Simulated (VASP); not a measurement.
# Sb2Te4O (I4/mmm) in VASP: further runs

Runs on Sb2Te4O. Level: PBE. Tasks: relaxation of cell and atoms.

All numbers are computed with VASP 6.6.1; they aren't measurements. Logs are shortened: lines on timing, memory, paths and dates and some standing lists are left out, and cuts for length are marked.

### 1 The structure

It takes space group I4/mmm (No. 139, tetragonal). Conventional cell: a = 4.572 Å, b = 4.572 Å, c = 22.764 Å, α = 90.00°, β = 90.00°, γ = 90.00°. Sb (site symmetry mmm) has 2 O at 2.29 Å as nearest neighbours. Around Te (site symmetry -4m2) lie 4 Te at 3.23 Å. Te (site symmetry 4mm) has 4 Sb at 3.13 Å as nearest neighbours. O (site symmetry 4/mmm) is surrounded by 4 Sb at 2.29 Å.

The cell was built by a generator and needn't be a form met in nature.

### 2 Relaxation of cell and atoms, PBE

The input, INCAR:

```
PREC     = Accurate       # precision mode
ENCUT    = 520            # plane-wave cutoff, eV
EDIFF    = 1E-6           # SCF threshold, eV
ISMEAR   = 0              # smearing method
SIGMA    = 0.1            # smearing width, eV
LREAL    = F              # projectors in reciprocal space
LASPH    = T              # aspherical terms in the spheres
NELM     = 120            # most SCF steps
ALGO     = Normal         # electronic algorithm
ISIF     = 3              # what is computed and relaxed
LWAVE    = F              # write WAVECAR
LCHARG   = F              # write CHGCAR
GGA      = PE             # functional
IBRION   = 2              # ionic algorithm
NSW      = 90             # ionic steps
EDIFFG   = -0.01          # ionic threshold
KPAR     = 8
```

The input, KPOINTS:

```
Automatic mesh
0
Gamma
  10 10 10
```

The input, POSCAR:

```
Sb2Te4O
1.0
   -2.2860000000      2.2860000000     11.3820000000
    2.2860000000     -2.2860000000     11.3820000000
    2.2860000000      2.2860000000    -11.3820000000
Sb Te O
2 4 1
Direct
    0.5000000000      0.0000000000      0.5000000000
    0.0000000000      0.5000000000      0.5000000000
    0.2500000000      0.7500000000      0.5000000000
    0.7500000000      0.2500000000      0.5000000000
    0.4057722700      0.4057722700      0.0000000000
    0.5942277300      0.5942277300      0.0000000000
    0.0000000000      0.0000000000      0.0000000000
```

Potentials or basis: VASP PAW PBE potentials, release 64 (Sb, Te, O).

Launch:

```
> cat potpaw_PBE.64/Sb/POTCAR potpaw_PBE.64/Te/POTCAR potpaw_PBE.64/O/POTCAR > POTCAR
> mpirun -np 8 vasp_std > vasp.out
```

OUTCAR:

```text
PREC = Accurate
   ENCUT = 520
   EDIFF = 1E-6
   ISMEAR = 0
   LREAL = F
   LASPH = T
   NELM = 120
   ISIF = 3
   GGA = PE
   IBRION = 2
   NSW = 90
   EDIFFG = -0.01

 ion  position               nearest neighbor table
   1  0.500  0.000  0.500-   7 2.29   7 2.29   6 3.13   6 3.13   5 3.13   5 3.13   2 3.23   2 3.23
                             2 3.23   2 3.23
   2  0.000  0.500  0.500-   7 2.29   7 2.29   6 3.13   6 3.13   5 3.13   5 3.13   1 3.23   1 3.23
                             1 3.23   1 3.23
   3  0.250  0.750  0.500-   4 3.23   4 3.23   4 3.23   4 3.23
   4  0.750  0.250  0.500-   3 3.23   3 3.23   3 3.23   3 3.23
   5  0.406  0.406  0.000-   2 3.13   1 3.13   1 3.13   2 3.13
   6  0.594  0.594  0.000-   1 3.13   2 3.13   1 3.13   2 3.13
   7  0.000  0.000  0.000-   1 2.29   2 2.29   2 2.29   1 2.29

  LATTYP: Found a body centered tetragonal cell.
 ALAT       =     4.5720000000
 C/A-ratio  =     4.9790026247

  Lattice vectors:

 A1 = (  -2.2860000000,   2.2860000000,  11.3820000000)
 A2 = (   2.2860000000,  -2.2860000000,  11.3820000000)
 A3 = (   2.2860000000,   2.2860000000, -11.3820000000)

Analysis of symmetry for initial positions (statically):
=====================================================================
 Subroutine PRICEL returns:
 Original cell was already a primitive cell.

 Routine SETGRP: Setting up the symmetry group for a
 body centered tetragonal supercell.

 Subroutine GETGRP returns: Found 16 space group operations
 (whereof 16 operations were pure point group operations)
 out of a pool of 16 trial point group operations.

The static configuration has the point symmetry D_4h.

Analysis of symmetry for dynamics (positions and initial velocities):
=====================================================================
 Subroutine PRICEL returns:
 Original cell was already a primitive cell.

 Routine SETGRP: Setting up the symmetry group for a
 body centered tetragonal supercell.

 Subroutine GETGRP returns: Found 16 space group operations
 (whereof 16 operations were pure point group operations)
 out of a pool of 16 trial point group operations.

The dynamic configuration has the point symmetry D_4h.

 Subroutine INISYM returns: Found 16 space group operations
 (whereof 16 operations are pure point group operations),
 and found     1 'primitive' translations

----------------------------------------------------------------------------------------

                                     Primitive cell

  volume of cell :     237.9200

  direct lattice vectors                    reciprocal lattice vectors
    -2.286000000  2.286000000 11.382000000     0.000000000  0.218722660  0.043929011
     2.286000000 -2.286000000 11.382000000     0.218722660  0.000000000  0.043929011
     2.286000000  2.286000000-11.382000000     0.218722660  0.218722660  0.000000000

  length of vectors
    11.832223629 11.832223629 11.832223629     0.223090475  0.223090475  0.309320552

  position of ions in fractional coordinates (direct lattice)
     0.500000000  0.000000000  0.500000000
     0.000000000  0.500000000  0.500000000
     0.250000000  0.750000000  0.500000000
     0.750000000  0.250000000  0.500000000
     0.405772270  0.405772270  0.000000000
     0.594227730  0.594227730  0.000000000
     0.000000000  0.000000000  0.000000000

  ion indices of the primitive-cell ions
   primitive index   ion index
                 1           1
                 2           2
                 3           3
                 4           4
                 5           5
                 6           6
                 7           7

----------------------------------------------------------------------------------------

 KPOINTS: Automatic mesh

Automatic generation of k-mesh.
 Grid dimensions read from file:
 generate k-points for:   10   10   10

 Generating k-lattice:

  Cartesian coordinates                     Fractional coordinates (reciprocal lattice)
     0.000000000  0.021872266  0.004392901     0.100000000  0.000000000 -0.000000000
     0.021872266  0.000000000  0.004392901     0.000000000  0.100000000 -0.000000000
     0.021872266  0.021872266  0.000000000     0.000000000  0.000000000  0.100000000

  Length of vectors
     0.022309047  0.022309047  0.030932055

  Shift w.r.t. Gamma in fractional coordinates (k-lattice)
     0.000000000  0.000000000  0.000000000

 Subroutine IBZKPT returns following result:
 ===========================================

 Found    102 irreducible k-points:

 Following reciprocal coordinates:
            Coordinates               Weight
  0.000000  0.000000  0.000000      1.000000
  0.100000 -0.000000  0.000000      8.000000
  0.200000 -0.000000  0.000000      8.000000
  0.300000  0.000000 -0.000000      8.000000
  0.400000  0.000000 -0.000000      8.000000
  0.500000  0.000000 -0.000000      4.000000
[... 16 lines left out ...]
  0.300000  0.300000 -0.000000      8.000000
  0.400000  0.300000  0.000000     16.000000
 [... further k-points ...]
   k-points           NKPTS =    102   k-points in BZ     NKDIM =    102   number of bands    NBANDS=     24
   number of dos      NEDOS =    301   number of ions     NIONS =      7
   total plane-waves  NPLWV = 729000
   dimension x,y,z NGX =    90 NGY =   90 NGZ =   90
   dimension x,y,z NGXF=   180 NGYF=  180 NGZF=  180
   ions per type =               2   4   1
   NGX,Y,Z   is equivalent  to a cutoff of  12.65, 12.65, 12.65 a.u.
   NGXF,Y,Z  is equivalent  to a cutoff of  25.29, 25.29, 25.29 a.u.
 SYSTEM =  unknown system
   PREC   = accura    normal or accurate (medium, high low for compatibility)
   ISTART =      0    job   : 0-new  1-cont  2-samecut
   ICHARG =      2    charge: 1-file 2-atom 10-const
   ISPIN  =      1    spin polarized calculation?
   LNONCOLLINEAR =      F non collinear calculations
   LSORBIT =      F    spin-orbit coupling
   LASPH  =      T    aspherical Exc in radial PAW
   ENCUT  =  520.0 eV  38.22 Ry    6.18 a.u.  22.00 22.00 22.00*2*pi/ulx,y,z
   NELM   =    120;   NELMIN=  2; NELMDL= -5     # of ELM steps
   EDIFF  = 0.1E-05   stopping-criterion for ELM
   LREAL  =      F    real-space projection
   EDIFFG = -.1E-01   stopping-criterion for IOM
   NSW    =     90    number of steps for IOM
   IBRION =      2    ionic relax: 0-MD 1-quasi-New 2-CG
   NFREE  =      1    steps in history (QN), initial steepest desc. (CG)
   ISIF   =      3    stress and relaxation
   ISYM   =      2    0-nonsym 1-usesym 2-fastsym
   POTIM  = 0.5000    time-step for ionic-motion
   TEBEG  =    0.0;   TEEND  =   0.0 temperature during run
   PSTRESS=    0.0 pullay stress
   NELECT =      40.0000    total number of electrons
   NUPDOWN=      -1.0000    fix difference up-down
   EMIN   =  10.00;   EMAX   =-10.00  energy-range for DOS
   EFERMI =   0.00;   METHOD = LEGACY
   ISMEAR =     0;   SIGMA  =   0.10  broadening in eV -4-tet -1-fermi 0-gaus
   EFERMI_NEDOS =   21; number of points for ismear=-14 and -15
   IALGO  =     38    algorithm
   IMIX   =      4    mixing-type and parameters
     AMIX     =   0.40;   BMIX     =  1.00
     AMIX_MAG =   1.60;   BMIX_MAG =  1.00
  volume/ion in A,a.u.               =      33.99       229.37
  Fermi-wavevector in a.u.,A,eV,Ry     =   0.903548  1.707458 11.107779  0.816399
  Thomas-Fermi vector in A             =   2.026887
   LORBIT       =      0    0 simple, 1 ext, 2 COOP (PROOUT), +10 PAW based schemes
   GGA     = PE    functional components
   LHFCALC =     F    Hartree Fock is set to
   AEXX    =    0.0000 exact exchange contribution
   IVDW    =     0    specifies the selected vdW correction
   LEPSILON=     F    determine dielectric tensor
   LRPA    =     F    only Hartree local field effects (RPA)
 conjugate gradient relaxation of ions
 non-spin polarized calculation
 Gauss-broadening in eV      SIGMA  =   0.10
  energy-cutoff  :      520.00
  volume of cell :      237.92
 maximum number of plane-waves:      6442
 NGX is ok and might be reduce to    90
   NGX = 43   NGY = 43   NGZ = 43

--------------------------------------- Ionic step        1  -------------------------------------------

 number of electron      40.0000003 magnetization

 Free energy of the ion-electron system (eV)
  ---------------------------------------------------
  ext. energy  EPLUGINS =         0.00000000
  ---------------------------------------------------
  free energy    TOTEN  =       -26.30628892 eV

  energy without entropy =      -26.28698362  energy(sigma->0) =      -26.29663627

------------------------ aborting loop because EDIFF is reached ----------------------------------------

  FORCE on cell =-STRESS in cart. coord.  units (eV):
  Direction    XX          YY          ZZ          XY          YZ          ZX
  --------------------------------------------------------------------------------------
  -------------------------------------------------------------------------------------
  Total       -0.1425898     -0.1425898     -0.1962719      0.0000000      0.0000000      0.0000000
  in kB       -0.9602143     -0.9602143     -1.3217144      0.0000000      0.0000000      0.0000000
  external PRESSURE =      -1.0807143 kB  Pullay stress =       0.0000000 kB
[... 104 lines left out ...]
  FREE ENERGIE OF THE ION-ELECTRON SYSTEM (eV)
  ---------------------------------------------------
  free  energy   TOTEN  =       -26.3061346954 eV

  energy  without entropy=      -26.2868895646  energy(sigma->0) =      -26.29651213

[... ionic steps 4 to 14 ...]

--------------------------------------- Ionic step       15  -------------------------------------------

 number of electron      39.9999999 magnetization

------------------------ aborting loop because EDIFF is reached ----------------------------------------
[... 77 lines left out ...]
--------------------------------------- Ionic step       17  -------------------------------------------

 number of electron      39.9999998 magnetization

 Free energy of the ion-electron system (eV)
  ---------------------------------------------------
  ext. energy  EPLUGINS =         0.00000000
  ---------------------------------------------------
  free energy    TOTEN  =       -26.31725861 eV

  energy without entropy =      -26.29455084  energy(sigma->0) =      -26.30590472

 E-fermi :   4.6953     XC(G=0):  -8.6247

 val. band max:        4.6924007511   @ k =  -0.2000   0.3000   0.1000
 cond. band min:       4.6986846211   @ k =  -0.3000  -0.3000   0.3000
 fundamental gap:      0.0062838700
 Fermi energy:         4.6952515329

 k-point     1 :       0.0000    0.0000    0.0000
  band No.  band energies     occupation
      1     -14.3564      2.00000
      2      -7.4982      2.00000
      3      -7.1456      2.00000
      4      -6.2537      2.00000
      5      -3.9234      2.00000
      6      -3.2928      2.00000
[... 637 lines left out ...]
     23       6.6650      0.00000
     24       7.1286      0.00000

 [... further k-points ...]
[... 5 lines left out ...]
  --------------------------------------------------------------------------------------
  -------------------------------------------------------------------------------------
  Total        0.0240294      0.0240294      0.0060455      0.0000000      0.0000000     -0.0000000
  in kB        0.1688149      0.1688149      0.0424720      0.0000000      0.0000000     -0.0000000
  external PRESSURE =       0.1267006 kB  Pullay stress =       0.0000000 kB
[... 22 lines left out ...]
  FREE ENERGIE OF THE ION-ELECTRON SYSTEM (eV)
  ---------------------------------------------------
  free  energy   TOTEN  =       -26.3172586051 eV

  energy  without entropy=      -26.2945508374  energy(sigma->0) =      -26.30590472

 reached required accuracy - stopping structural energy minimisation
```

Run time: 71 min. Hardware: 8 MPI ranks of Intel Xeon 6975P-C (Granite Rapids), shared host; peak memory 1.9 GiB.

What came out:

```
Free energy                            : -26.3173 eV
Relaxed volume                         : 32.58 Å³/atom
Relaxed cell                           : a = 11.372 Å, b = 11.372 Å, c = 11.372 Å, α = 156.80°, β = 156.80°, γ = 33.04°
Space group after relaxing (to 0.05 Å) : I4/mmm (No. 139)
Energy gained by relaxing              : 1.6 meV/atom
Ionic steps                            : 17
Pressure after relaxing                : 0.0 GPa
Largest force after relaxing           : 0.006 eV/Å
Band gap on the k mesh                 : none (metal or under the smearing width)
```

Forces in eV/Å, atoms in the order of the input:
```
Sb   0.000  0.000  0.000
Sb   0.000  0.000  0.000
Te   0.000  0.000  0.000
Te   0.000  0.000  0.000
Te   0.000  0.000 -0.006
Te   0.000  0.000  0.006
O    0.000  0.000  0.000
```

Step by step:
```tsv
step	energy change (eV)	largest force (eV/Å)	pressure (GPa)	volume (Å³)
1	0.0000	0.0545	-0.11	237.92
2	-0.0007	0.0691	-0.05	237.13
3	0.0002	0.1128	0.36	234.78
4	-0.0008	0.0852	0.13	236.22
5	-0.0011	0.0838	0.13	236.06
6	-0.0018	0.0788	0.11	235.59
7	-0.0032	0.0687	0.17	234.64
8	-0.0052	0.0490	0.23	232.75
9	-0.0065	0.0110	0.36	228.99
10	-0.0078	0.0066	0.26	228.95
11	-0.0098	0.0576	-0.01	228.80
12	-0.0098	0.0651	-0.06	228.78
13	-0.0102	0.0530	-0.05	228.66
14	-0.0108	0.0167	-0.02	228.29
15	-0.0105	0.0567	0.05	227.54
16	-0.0110	0.0107	0.02	228.01
17	-0.0110	0.0055	0.01	228.06
```

Final structure:
```yaml
crystal:
  lattice:
    - [-2.28676, 2.28676, 10.90288]
    - [2.28676, -2.28676, 10.90288]
    - [2.28676, 2.28676, -10.90288]
  atoms:
    - { symbol: Sb, position: [0.50000, 0.00000, 0.50000] }
    - { symbol: Sb, position: [0.00000, 0.50000, 0.50000] }
    - { symbol: Te, position: [0.25000, 0.75000, 0.50000] }
    - { symbol: Te, position: [0.75000, 0.25000, 0.50000] }
    - { symbol: Te, position: [0.40124, 0.40124, 0.00000] }
    - { symbol: Te, position: [0.59876, 0.59876, 0.00000] }
    - { symbol: O, position: [0.00000, 0.00000, 0.00000] }
```

### 3 Relaxation of cell and atoms, PBE

This run uses another cell than the first one, of 32.58 Å³/atom, 0.959 times its volume.

Edit INCAR of step 2 so:

```diff
@@ -2,3 +2,3 @@
 ENCUT    = 520            # plane-wave cutoff, eV
-EDIFF    = 1E-6           # SCF threshold, eV
+EDIFF    = 1E-7           # SCF threshold, eV
 ISMEAR   = 0              # smearing method
@@ -14,4 +14,5 @@
 IBRION   = 2              # ionic algorithm
-NSW      = 90             # ionic steps
-EDIFFG   = -0.01          # ionic threshold
+NSW      = 60             # ionic steps
+EDIFFG   = -0.005         # ionic threshold
+POTIM    = 0.3            # step
 KPAR     = 8
```

KPOINTS is that of step 2.

The input, POSCAR:

```
Sb2Te4O                                 
1.0
   -2.2867628088      2.2867628088     10.9028800140
    2.2867628088     -2.2867628088     10.9028800140
    2.2867628088      2.2867628088    -10.9028800140
  Sb              Te              O             
     2     4     1
Direct
     0.5000000000000000    0.0000000000000000    0.5000000000000000
     0.0000000000000000    0.5000000000000000    0.5000000000000000
     0.2500000000000000    0.7500000000000000    0.5000000000000000
     0.7500000000000000    0.2500000000000000    0.5000000000000000
     0.4012351159387970    0.4012351159387970    0.0000000000000000
     0.5987648840612029    0.5987648840612029    0.0000000000000000
     0.0000000000000000    0.0000000000000000    0.0000000000000000
```

Potentials or basis: VASP PAW PBE potentials, release 64 (Sb, Te, O).

Launch:

```
> cat potpaw_PBE.64/Sb/POTCAR potpaw_PBE.64/Te/POTCAR potpaw_PBE.64/O/POTCAR > POTCAR
> mpirun -np 8 vasp_std > vasp.out
```

It took 9.6 min on 8 MPI ranks of Intel Xeon 6975P-C (Granite Rapids), shared host; peak memory 1.8 GiB.

Results (log left out):

```yaml
Free_energy: -26.3162 eV
Relaxed_volume: 32.58 Å³/atom
Relaxed_cell: a = 11.372 Å, b = 11.372 Å, c = 11.372 Å, α = 156.80°, β = 156.80°, γ = 33.05°
Space_group_after_relaxing_to_0.05_Å: I4/mmm (No. 139)
Energy_gained_by_relaxing: 0.0 meV/atom
Ionic_steps: 2
Pressure_after_relaxing: 0.0 GPa
Largest_force_after_relaxing: 0.004 eV/Å
Band_gap_on_the_k_mesh: none (metal or under the smearing width)
```

Forces in eV/Å, atoms in the order of the input:
```
Sb   0.000  0.000  0.000
Sb   0.000  0.000  0.000
Te   0.000  0.000  0.000
Te   0.000  0.000  0.000
Te   0.000  0.000 -0.004
Te   0.000  0.000  0.004
O    0.000  0.000  0.000
```

Final structure:
```cif
data_structure
_symmetry_space_group_name_H-M 'P 1'
_symmetry_Int_Tables_number 1
_cell_length_a 11.3723
_cell_length_b 11.3723
_cell_length_c 11.3723
_cell_angle_alpha 156.797
_cell_angle_beta 156.797
_cell_angle_gamma 33.046
_cell_volume 228.09
loop_
_atom_site_label
_atom_site_type_symbol
_atom_site_fract_x
_atom_site_fract_y
_atom_site_fract_z
_atom_site_occupancy
Sb1 Sb 0.50000 0.00000 0.50000 1
Sb2 Sb 0.00000 0.50000 0.50000 1
Te1 Te 0.25000 0.75000 0.50000 1
Te2 Te 0.75000 0.25000 0.50000 1
Te3 Te 0.40123 0.40123 0.00000 1
Te4 Te 0.59877 0.59877 0.00000 1
O1 O 0.00000 0.00000 0.00000 1
```

Levels at points of the mesh, in eV from the Fermi level:
```csv
k point,band 17,band 18,band 19,band 20,band 21,band 22,band 23,band 24
"(0.00, 0.00, 0.00)",-1.16,-1.00,-0.72,0.08,0.43,1.63,1.63,2.35
"(0.50, 0.00, 0.00)",-1.23,-1.06,-0.93,-0.90,-0.86,-0.41,1.27,1.57
"(0.50, 0.50, 0.00)",-1.32,-1.04,-0.60,-0.33,0.39,1.85,2.42,2.93
"(0.50, 0.50, 0.50)",-1.25,-1.25,-0.03,0.09,0.58,1.78,1.78,2.12
```

Spin-orbit coupling is left out, which matters for the levels of Sb, Te.
